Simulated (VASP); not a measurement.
Runs of VASP 6.6.1 on KBr. The cell holds a molecule in a box, 2 atoms: a = 12.000 Å, b = 10.000 Å, c = 11.000 Å, α = 90.00°, β = 90.00°, γ = 90.00°. 

```csv
task,level,cell,grid for exact exchange (PRECFOCK),exchange at q = 0,gap on the mesh (eV),largest force (eV/Å)
atomic charges,PBE+TS,as given,-,-,2.95,0.01
single point,PBE0,as given,Fast,default,(a),0.04
electron localisation function,PBE,as given,-,-,2.95,0.03
single point,PBE,as given,-,-,2.95,0.03
relaxation of the atoms,TPSS+TS,atoms relaxed,-,-,3.07,0.02
single point,PBE,"atoms moved at random, drawn with an rms of 0.05 Å",-,-,3.00,0.08
relaxation of the atoms,PBE,"atoms relaxed from: atoms moved at random, drawn with an rms of 0.02 Å",-,-,2.95,0.01
single point,r2SCAN,as given,-,-,3.90,0.01
```

Alike in all rows: potentials or basis VASP PAW PBE potentials, release 64 (K_sv, Br); no spin polarisation; k mesh 1 × 1 × 1; cutoff (eV) 520; smearing gaussian 0.01 eV.

Q: Estimate the missing entries.

A: (a) 4.57.

Caveats: the PAW data sets were made with another functional, which shifts forces and pressure a little (some runs).

A k mesh can miss the band edges, and the runs leave out spin-orbit coupling on Br.
